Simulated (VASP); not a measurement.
# SrO: the band gap, functional by functional

Aim: the gap of SrO on one structure at many levels of theory. The starting structure is a measured crystal structure from the Crystallography Open Database. Cell and atoms stay as given. Meshes and data sets differ where the inputs say so.

Method: Kohn-Sham DFT with plane waves and PAW; 9 levels of theory, named at each step, in VASP 6.6.1.

## (1) The starting structure

Symmetry: Fm-3m, No. 225, cubic system. The conventional cell has a = 5.161 Å, b = 5.161 Å, c = 5.161 Å, α = 90.00°, β = 90.00°, γ = 90.00°. Sr has 6 O at 2.58 Å nearest. Nearest to O lie 6 Sr at 2.58 Å. Farther neighbours and most contacts between anions are not listed.

Coordinates:

```xyz
2
Lattice="0.0000 2.5807 2.5807 2.5807 0.0000 2.5807 2.5807 2.5807 0.0000" Properties=species:S:1:pos:R:3 pbc="T T T"
Sr    0.0000    0.0000    0.0000
O     2.5807    2.5807    2.5807
```

## (2) Bands with LDA

LDA, the lowest rung, knows the local density alone.

Contents of INCAR:

```
SYSTEM = SrO
PREC = Accurate
ENCUT = 460
EDIFF = 1E-06
NELM = 100
ISMEAR = 0
SIGMA = 0.03
LREAL = .FALSE.
ALGO = Normal
GGA = CA
NBANDS = 20
LORBIT = 11
LWAVE = .FALSE.
LCHARG = .FALSE.
KPAR = 4
LASPH = .TRUE.
```

Contents of POSCAR:

```
SrO
1.0
    0.0000000000      2.5806600000      2.5806600000
    2.5806600000      0.0000000000      2.5806600000
    2.5806600000      2.5806600000      0.0000000000
Sr O
1 1
Direct
    0.0000000000      0.0000000000      0.0000000000
    0.5000000000      0.5000000000      0.5000000000
```

Contents of KPOINTS:

```
Automatic mesh
0
Gamma
8 8 8
0 0 0
```

Contents of KPOINTS_OPT:

```
Line mode
10
Line-mode
Reciprocal
  0.00000000   0.00000000   0.00000000 GAMMA
  0.50000000   0.00000000   0.50000000 X

  0.50000000   0.00000000   0.50000000 X
  0.50000000   0.25000000   0.75000000 W

  0.50000000   0.25000000   0.75000000 W
  0.37500000   0.37500000   0.75000000 K

  0.37500000   0.37500000   0.75000000 K
  0.00000000   0.00000000   0.00000000 GAMMA

  0.00000000   0.00000000   0.00000000 GAMMA
  0.50000000   0.50000000   0.50000000 L

  0.50000000   0.50000000   0.50000000 L
  0.62500000   0.25000000   0.62500000 U

  0.62500000   0.25000000   0.62500000 U
  0.50000000   0.25000000   0.75000000 W

  0.50000000   0.25000000   0.75000000 W
  0.50000000   0.50000000   0.50000000 L

  0.50000000   0.50000000   0.50000000 L
  0.37500000   0.37500000   0.75000000 K

  0.62500000   0.25000000   0.62500000 U
  0.50000000   0.00000000   0.50000000 X
```

PAW data sets: Sr_sv and O (LDA family, release 64).

Started as:

```console
$ mpirun -np 4 vasp_std
```

Output:

```text
[banner, memory and clock lines left out]
running    4 mpi-ranks, on    1 nodes
 distrk:  each k-point on    1 cores,    4 groups
 distr:  one band on    1 cores,    1 groups

 POSCAR found type information on POSCAR SrO
 POSCAR found :  2 types and       2 ions
 LDA part: xc-table for (Slater(with rela. corr.)+CA(PZ))
 , standard interpolation
 POSCAR, INCAR and KPOINTS ok, starting setup
 FFT: planning ... GRIDC
 FFT: planning ... GRID_SOFT
 FFT: planning ... GRID
 WAVECAR not read
 entering main loop
       N       E                     dE             d eps       ncg     rms          rms(c)
DAV:   1     0.606435680657E+02    0.60644E+02   -0.74489E+03  1160   0.713E+02
DAV:   2    -0.129110366552E+02   -0.73555E+02   -0.68702E+02  1472   0.183E+02
DAV:   3    -0.155021547746E+02   -0.25911E+01   -0.25685E+01  1540   0.279E+01
DAV:   4    -0.155427425281E+02   -0.40588E-01   -0.40572E-01  1424   0.339E+00
DAV:   5    -0.155437690240E+02   -0.10265E-02   -0.10265E-02  1468   0.451E-01    0.168E+01
DAV:   6    -0.136003822241E+02    0.19434E+01   -0.34339E+00  1248   0.143E+01    0.201E+01
DAV:   7    -0.134162282890E+02    0.18415E+00   -0.21826E-01  1336   0.375E+00    0.112E+01
DAV:   8    -0.133667551180E+02    0.49473E-01   -0.17421E-01  1528   0.277E+00    0.975E-01
DAV:   9    -0.133676138890E+02   -0.85877E-03   -0.62498E-03  1668   0.337E-01    0.365E-01
DAV:  10    -0.133673974494E+02    0.21644E-03   -0.22735E-04  1288   0.120E-01    0.187E-01
DAV:  11    -0.133673678028E+02    0.29647E-04   -0.15766E-04  1416   0.962E-02    0.292E-02
DAV:  12    -0.133673696071E+02   -0.18043E-05   -0.90560E-06  1404   0.197E-02    0.809E-03
DAV:  13    -0.133673696642E+02   -0.57066E-07   -0.35825E-07   800   0.477E-03
   1 F= -.13367370E+02 E0= -.13367370E+02  d E =-.567923E-24
 Start KPOINTS_OPT (optional k-point list driver)
k-point batch [1-29\100]
       N       E                     dE             ncg
DAV:   1    -0.257696230443E+04   -0.17112E+05     1176
DAV:   2    -0.460695111269E+04   -0.20300E+04     1472
DAV:   3    -0.467691152897E+04   -0.69960E+02     1552
DAV:   4    -0.467810869039E+04   -0.11972E+01     1368
DAV:   5    -0.467813200277E+04   -0.23312E-01     1472
DAV:   6    -0.467813256106E+04   -0.55829E-03     1364
DAV:   7    -0.467813257506E+04   -0.14004E-04     1380
DAV:   8    -0.467813257536E+04   -0.29713E-06      872
[...]
k-point batch [88-100\100]
       N       E                     dE             ncg
DAV:   1     0.718349000703E+04   -0.86779E+04      520
DAV:   2     0.626980566411E+04   -0.91368E+03      640
DAV:   3     0.624184228113E+04   -0.27963E+02      740
DAV:   4     0.624147656726E+04   -0.36571E+00      592
DAV:   5     0.624147063593E+04   -0.59313E-02      664
DAV:   6     0.624147052221E+04   -0.11372E-03      588
DAV:   7     0.624147051973E+04   -0.24783E-05      608
DAV:   8     0.624147051968E+04   -0.49300E-07      396
```

It took 16 s on 4 MPI ranks of AMD EPYC 7R43, shared host; peak memory 0.49 GiB.

The logs omit lines about the potential files and the build; timing stands in the text.

From OUTCAR (step 2):

```text
ion  position               nearest neighbor table
   1  0.000  0.000  0.000-   2 2.58   2 2.58   2 2.58   2 2.58   2 2.58   2 2.58
   2  0.500  0.500  0.500-   1 2.58   1 2.58   1 2.58   1 2.58   1 2.58   1 2.58

  LATTYP: Found a face centered cubic cell.
 ALAT       =     5.1613200000

 Subroutine GETGRP returns: Found 48 space group operations
 (whereof 48 operations were pure point group operations)

The static configuration has the point symmetry O_h .

 Found     29 irreducible k-points:

   k-points           NKPTS =     29   k-points in BZ     NKDIM =     29   number of bands    NBANDS=     20

   dimension x,y,z NGX =    28 NGY =   28 NGZ =   28
   dimension x,y,z NGXF=    56 NGYF=   56 NGZF=   56

   ENCUT  =  460.0 eV  33.81 Ry    5.81 a.u.   6.38  6.38  6.38*2*pi/ulx,y,z

   NELECT =      16.0000    total number of electrons

 k-points in reciprocal lattice and weights: Automatic mesh
   0.00000000  0.00000000  0.00000000       0.002
   0.12500000  0.00000000  0.00000000       0.016
   0.25000000  0.00000000  0.00000000       0.016
   0.37500000  0.00000000  0.00000000       0.016
   0.50000000  0.00000000  0.00000000       0.008
   0.12500000  0.12500000  0.00000000       0.012
   0.25000000  0.12500000  0.00000000       0.047
   0.37500000  0.12500000  0.00000000       0.047
   0.50000000  0.12500000  0.00000000       0.047
[...]
-0.37500000  0.50000000  0.12500000       0.023
  -0.25000000  0.50000000  0.25000000       0.012

 average (electrostatic) potential at core
       1 -36.4403       2 -72.0123

 E-fermi :   1.4925

 k-point     1 :       0.0000    0.0000    0.0000
  band No.  band energies     occupation
    ...
      4     -12.5718      2.00000
      5     -12.5718      2.00000
      6       1.2877      2.00000
      7       1.2877      2.00000
      8       1.2877      2.00000
      9       5.0098      0.00000
     10       7.3692      0.00000
     11       7.3692      0.00000
     12       7.3692      0.00000
     13       9.5674      0.00000
    ...

 k-point     2 :       0.1250    0.0000    0.0000
  band No.  band energies     occupation
    ...
      4     -12.5843      2.00000
      5     -12.2034      2.00000
      6       0.8162      2.00000
      7       1.0898      2.00000
      8       1.0898      2.00000
      9       5.7171      0.00000
     10       7.2101      0.00000
     11       7.6762      0.00000
     12       7.6762      0.00000
     13       9.9733      0.00000
    ...

 k-point     3 :       0.2500    0.0000    0.0000
  band No.  band energies     occupation
    ...
      4     -12.6141      2.00000
      5     -11.7173      2.00000
      6      -0.0278      2.00000
      7       0.6634      2.00000
      8       0.6634      2.00000
      9       7.1073      0.00000
     10       7.2795      0.00000
     11       8.5104      0.00000
     12       8.5104      0.00000
     13      10.9878      0.00000
    ...

  Total       -1.0808298     -1.0808298     -1.0808298     -0.0000000     -0.0000000      0.0000000
  in kB      -50.3785325    -50.3785325    -50.3785325     -0.0000000     -0.0000000      0.0000000
  external PRESSURE =     -50.3785325 kB  Pullay stress =       0.0000000 kB

  energy-cutoff  :      460.00
  volume of cell :       34.37
      direct lattice vectors                 reciprocal lattice vectors
     0.000000000  2.580660000  2.580660000    -0.193748886  0.193748886  0.193748886
     2.580660000  0.000000000  2.580660000     0.193748886 -0.193748886  0.193748886
     2.580660000  2.580660000  0.000000000     0.193748886  0.193748886 -0.193748886

 POSITION                                       TOTAL-FORCE (eV/Angst)
 -----------------------------------------------------------------------------------
      0.00000      0.00000      0.00000         0.000000     -0.000000     -0.000000
      2.58066      2.58066      2.58066        -0.000000      0.000000      0.000000
 -----------------------------------------------------------------------------------
    total drift:                                0.000000      0.000000      0.000000

  FREE ENERGIE OF THE ION-ELECTRON SYSTEM (eV)
  ---------------------------------------------------
  free  energy   TOTEN  =       -13.3673696642 eV

  energy  without entropy=      -13.3673696642  energy(sigma->0) =      -13.36736966

 total charge
# of ion       s       p       d       tot
------------------------------------------
    1        2.016   5.800   0.258   8.074
    2        1.548   3.396   0.000   4.944
--------------------------------------------------
tot          3.564   9.196   0.258  13.018

[... 3 further parts left out ...]
```

At this level the cell is under a tension of 5.0 GPa, so at these settings it is away from equilibrium.

LDA gives a least gap of 3.109 eV, and a least direct gap of 3.201 eV.

## (3) Bands with PBE

PBE, the usual starting point, adds the gradient of the density.

Changes to INCAR since step 2:

```diff
@@ -9,3 +9,3 @@
 ALGO = Normal
-GGA = CA
+GGA = PE
 NBANDS = 20
```

POSCAR is that of step 2.

KPOINTS is that of step 2.

KPOINTS_OPT is that of step 2.

Potentials, in the order of the species: Sr_sv and O (PBE family, release 64).

Started as:

```console
$ mpirun -np 4 vasp_std
```

Output:

```text
[banner, memory and clock lines left out]
running    4 mpi-ranks, on    1 nodes
[...]
LDA part: xc-table for (Slater+PW92), standard interpolation
 POSCAR, INCAR and KPOINTS ok, starting setup
[...]
entering main loop
       N       E                     dE             d eps       ncg     rms          rms(c)
DAV:   1     0.603889232822E+02    0.60389E+02   -0.74723E+03  1160   0.712E+02
DAV:   2    -0.115878181040E+02   -0.71977E+02   -0.67129E+02  1488   0.180E+02
DAV:   3    -0.142103579649E+02   -0.26225E+01   -0.25998E+01  1552   0.276E+01
DAV:   4    -0.142470558200E+02   -0.36698E-01   -0.36684E-01  1444   0.317E+00
[...]
DAV:  11    -0.120512489960E+02   -0.72822E-04   -0.73883E-05  1368   0.545E-02    0.210E-02
DAV:  12    -0.120512662128E+02   -0.17217E-04   -0.19718E-05  1280   0.276E-02    0.818E-03
DAV:  13    -0.120512660813E+02    0.13151E-06   -0.56762E-07  1152   0.538E-03
   1 F= -.12051266E+02 E0= -.12051266E+02  d E =-.224623E-27
 Start KPOINTS_OPT (optional k-point list driver)
k-point batch [1-29\100]
       N       E                     dE             ncg
DAV:   1    -0.253835068001E+04   -0.17073E+05     1176
DAV:   2    -0.452786244510E+04   -0.19895E+04     1476
DAV:   3    -0.459825425428E+04   -0.70392E+02     1548
DAV:   4    -0.459952168645E+04   -0.12674E+01     1368
DAV:   5    -0.459954814235E+04   -0.26456E-01     1468
DAV:   6    -0.459954882290E+04   -0.68055E-03     1368
DAV:   7    -0.459954884119E+04   -0.18285E-04     1336
DAV:   8    -0.459954884161E+04   -0.42018E-06      848
[...]
k-point batch [88-100\100]
       N       E                     dE             ncg
DAV:   1     0.720326439556E+04   -0.86581E+04      520
DAV:   2     0.630539717222E+04   -0.89787E+03      644
DAV:   3     0.627717261399E+04   -0.28225E+02      728
DAV:   4     0.627689442969E+04   -0.27818E+00      600
DAV:   5     0.627688952878E+04   -0.49009E-02      664
DAV:   6     0.627688942354E+04   -0.10523E-03      604
DAV:   7     0.627688942102E+04   -0.25285E-05      600
DAV:   8     0.627688942096E+04   -0.56295E-07      348
```

Wall time 16 s (4 MPI ranks); peak memory 0.54 GiB.

Parts of OUTCAR (step 3):

```text
  Total        0.3866814      0.3866814      0.3866814      0.0000000     -0.0000000     -0.0000000
  in kB       18.0235966     18.0235966     18.0235966      0.0000000     -0.0000000     -0.0000000
  external PRESSURE =      18.0235966 kB  Pullay stress =       0.0000000 kB

 POSITION                                       TOTAL-FORCE (eV/Angst)
 -----------------------------------------------------------------------------------
      0.00000      0.00000      0.00000         0.000000      0.000000      0.000000
      2.58066      2.58066      2.58066        -0.000000     -0.000000     -0.000000
 -----------------------------------------------------------------------------------
    total drift:                                0.000000      0.000000      0.000000

  FREE ENERGIE OF THE ION-ELECTRON SYSTEM (eV)
  ---------------------------------------------------
  free  energy   TOTEN  =       -12.0512660813 eV

  energy  without entropy=      -12.0512660813  energy(sigma->0) =      -12.05126608

[... 2 parts as in an earlier step ...]

[... 1 further part left out ...]
[key lines of the parts left out:]
E-fermi :   1.8308
```

PBE gives a least gap of 3.272 eV, and a least direct gap of 3.368 eV. The least gap is +0.163 eV from that of LDA.

## (4) Bands with r2SCAN

r2SCAN adds the kinetic-energy density, costs more than a GGA and is run with LASPH.

Changes to INCAR since step 3:

```diff
@@ -9,3 +9,4 @@
 ALGO = Normal
-GGA = PE
+METAGGA = R2SCAN
+LASPH = .TRUE.
 NBANDS = 20
@@ -15,2 +16 @@
 KPAR = 4
-LASPH = .TRUE.
```

POSCAR is that of step 3.

KPOINTS is that of step 3.

KPOINTS_OPT is that of step 3.

Started as:

```console
$ mpirun -np 4 vasp_std
```

Output:

```text
[banner, memory and clock lines left out]
running    4 mpi-ranks, on    1 nodes
[...]
|                                                                             |
|               ----> ADVICE to this user running VASP <----                  |
|                                                                             |
|     You enforced a specific xc type in the INCAR file but a different       |
|     [... a line on the potential file left out ...]
|     I HOPE YOU KNOW WHAT YOU ARE DOING!                                     |
|                                                                             |

 LDA part: xc-table for (None), standard interpolation
 POSCAR, INCAR and KPOINTS ok, starting setup
[...]
entering main loop
       N       E                     dE             d eps       ncg     rms          rms(c)
DAV:   1     0.420063015864E+02    0.42006E+02   -0.76207E+03  1160   0.729E+02
DAV:   2    -0.318823549937E+02   -0.73889E+02   -0.68896E+02  1488   0.185E+02
[...]
DAV:  12    -0.270585398526E+02    0.98396E-05   -0.26875E-05  1348   0.424E-02    0.171E-02
DAV:  13    -0.270585389065E+02    0.94616E-06   -0.28304E-06  1468   0.152E-02
   1 F= -.27058539E+02 E0= -.27058539E+02  d E =-.595802E-13
 Start KPOINTS_OPT (optional k-point list driver)
k-point batch [1-29\100]
       N       E                     dE             ncg
DAV:   1    -0.279557737966E+04   -0.17331E+05     1176
DAV:   2    -0.487190794154E+04   -0.20763E+04     1484
DAV:   3    -0.494378401797E+04   -0.71876E+02     1536
DAV:   4    -0.494506891532E+04   -0.12849E+01     1372
DAV:   5    -0.494509547985E+04   -0.26565E-01     1464
DAV:   6    -0.494509615562E+04   -0.67578E-03     1372
DAV:   7    -0.494509617354E+04   -0.17913E-04     1360
DAV:   8    -0.494509617392E+04   -0.38686E-06      856
[...]
k-point batch [88-100\100]
       N       E                     dE             ncg
DAV:   1     0.708762444801E+04   -0.87737E+04      520
DAV:   2     0.615093449936E+04   -0.93669E+03      640
DAV:   3     0.612242212881E+04   -0.28512E+02      724
DAV:   4     0.612205345119E+04   -0.36868E+00      600
DAV:   5     0.612204641592E+04   -0.70353E-02      652
DAV:   6     0.612204626518E+04   -0.15074E-03      604
DAV:   7     0.612204626160E+04   -0.35804E-05      604
DAV:   8     0.612204626152E+04   -0.73413E-07      356
```

It took 73 s on 4 MPI ranks; peak memory 0.56 GiB.

OUTCAR, selected parts (step 4):

```text
  Total        0.0035411      0.0035411      0.0035411      0.0000000      0.0000000     -0.0000000
  in kB        0.1650519      0.1650519      0.1650519      0.0000000      0.0000000     -0.0000000
  external PRESSURE =       0.1650519 kB  Pullay stress =       0.0000000 kB

 POSITION                                       TOTAL-FORCE (eV/Angst)
 -----------------------------------------------------------------------------------
      0.00000      0.00000      0.00000        -0.000000     -0.000000     -0.000000
      2.58066      2.58066      2.58066         0.000000      0.000000      0.000000
 -----------------------------------------------------------------------------------
    total drift:                                0.000000      0.000000      0.000000

  FREE ENERGIE OF THE ION-ELECTRON SYSTEM (eV)
  ---------------------------------------------------
  free  energy   TOTEN  =       -27.0585389065 eV

  energy  without entropy=      -27.0585389065  energy(sigma->0) =      -27.05853891

[... 2 parts as in an earlier step ...]

[... 1 further part left out ...]
[key lines of the parts left out:]
E-fermi :   1.4270
```

r2SCAN gives a least gap of 3.749 eV, and a least direct gap of 3.843 eV. The least gap is +0.640 eV from that of LDA.

## (5) Bands with TB-mBJ

TB-mBJ is a local potential fitted to gaps: it costs far less than a hybrid but gives no energy. Its energies, forces and stress mean nothing.

Changes to INCAR since step 4:

```diff
@@ -4,3 +4,3 @@
 EDIFF = 1E-06
-NELM = 100
+NELM = 150
 ISMEAR = 0
@@ -9,3 +9,3 @@
 ALGO = Normal
-METAGGA = R2SCAN
+METAGGA = MBJ
 LASPH = .TRUE.
```

POSCAR is that of step 4.

KPOINTS is that of step 4.

KPOINTS_OPT is that of step 4.

Started as:

```console
$ mpirun -np 4 vasp_std
```

Output:

```text
[banner, memory and clock lines left out]
running    4 mpi-ranks, on    1 nodes
[...]
[... a notice as in an earlier step ...]

 LDA part: xc-table for (None), standard interpolation
 POSCAR, INCAR and KPOINTS ok, starting setup
[...]
entering main loop
       N       E                     dE             d eps       ncg     rms          rms(c)
DAV:   1     0.235618332030E+03    0.23562E+03   -0.74375E+03  1160   0.710E+02
DAV:   2     0.163014203432E+03   -0.72604E+02   -0.67757E+02  1504   0.180E+02
DAV:   3     0.160188963202E+03   -0.28252E+01   -0.27978E+01  1568   0.287E+01
DAV:   4     0.160151598550E+03   -0.37365E-01   -0.37352E-01  1404   0.333E+00
[...]
DAV:   8     0.161604158362E+03    0.18933E+01   -0.21216E+00  1228   0.110E+01    0.913E+00
DAV:   9     0.161580905528E+03   -0.23253E-01   -0.11812E+00  1260   0.117E+01    0.537E+00
DAV:  10     0.162777807248E+03    0.11969E+01   -0.28573E-01  1228   0.622E+00    0.609E+00
[... 92 further cycles ...]
[...]
DAV: 111     0.163181239832E+03    0.40545E-05   -0.14142E-12   580   0.131E-05    0.237E-06
DAV: 112     0.163181239785E+03   -0.46619E-07   -0.54285E-13   580   0.999E-06
   1 F= 0.16318124E+03 E0= 0.16318124E+03  d E =-.670489E-31
 Start KPOINTS_OPT (optional k-point list driver)
k-point batch [1-29\100]
       N       E                     dE             ncg
DAV:   1    -0.222715148820E+04   -0.16762E+05     1168
DAV:   2    -0.437775644537E+04   -0.21506E+04     1492
DAV:   3    -0.445229970064E+04   -0.74543E+02     1608
DAV:   4    -0.445385067689E+04   -0.15510E+01     1396
DAV:   5    -0.445387520578E+04   -0.24529E-01     1540
DAV:   6    -0.445387590721E+04   -0.70143E-03     1356
DAV:   7    -0.445387593045E+04   -0.23240E-04     1364
DAV:   8    -0.445387593118E+04   -0.72980E-06      872
[...]
k-point batch [88-100\100]
       N       E                     dE             ncg
DAV:   1     0.734143845484E+04   -0.85199E+04      520
DAV:   2     0.637427050281E+04   -0.96717E+03      652
DAV:   3     0.634429917438E+04   -0.29971E+02      764
DAV:   4     0.634379646271E+04   -0.50271E+00      580
DAV:   5     0.634378707066E+04   -0.93921E-02      696
DAV:   6     0.634378686391E+04   -0.20675E-03      576
DAV:   7     0.634378685802E+04   -0.58821E-05      636
DAV:   8     0.634378685786E+04   -0.16120E-06      360
```

Wall time 2.1 min (4 MPI ranks); peak memory 0.57 GiB.

OUTCAR, selected parts (step 5):

```text
  Total      -13.2327325    -13.2327325    -13.2327325     -0.0000000      0.0000000     -0.0000000
  in kB     -616.7906015   -616.7906015   -616.7906015     -0.0000000      0.0000000     -0.0000000
  external PRESSURE =    -616.7906015 kB  Pullay stress =       0.0000000 kB

  FREE ENERGIE OF THE ION-ELECTRON SYSTEM (eV)
  ---------------------------------------------------
  free  energy   TOTEN  =       163.1812397852 eV

  energy  without entropy=      163.1812397852  energy(sigma->0) =      163.18123979

[... 3 parts as in an earlier step ...]

[... 1 further part left out ...]
[key lines of the parts left out:]
E-fermi :   2.5504
```

The log as kept lacks single lines of electronic cycles.

TB-mBJ gives a least gap of 4.908 eV, and a least direct gap of 4.986 eV. The least gap is +1.799 eV from that of LDA.

[end of part 1 of 3]

[Lines on the potential files, build, host, timing and source positions are cut from VASP's logs without a mark.]

[Logs are printed without paths, hosts, clocks, repeated set-up lines and the standing remarks that a program may print on its own settings, such as how far it seeks lower states.]

[Hosts, paths, dates, database ids (printed as entryN), source tags and the programs' standing remarks are cut or masked in the printed files.]
